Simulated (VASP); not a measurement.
```
K2S
1.0
    0.00000     3.62937     3.62937
    3.62937     0.00000     3.62937
    3.62937     3.62937     0.00000
K S
2 1
Direct
  0.25000   0.25000   0.25000
  0.75000   0.75000   0.75000
  0.00000   0.00000   0.00000
```

These are PBE GGA with D4 dispersion, VASP's PBE PAW potentials (set 64) (plane waves; VASP) values and carry that method's errors. Run with 520 eV cut-off, 5×5×5 Γ-centred mesh, Gaussian smearing of 0.050 eV, potentials K_sv S.

### Question
The job: K2S (antifluorite), 3 atoms, PBE-D4, static run, 520 eV, 5×5×5 Γ-centred mesh. Roughly how much core time does it take on a busy server core?

### Answer
About 40 core-seconds (one run on a shared machine, a rough figure). It had 10 irreducible k-points, 16 bands, up to 2637 plane waves and 16 electronic steps.

The compound is K2S in the antifluorite structure. This cell is one point of a volume scan, at 0.94 of the reference volume.
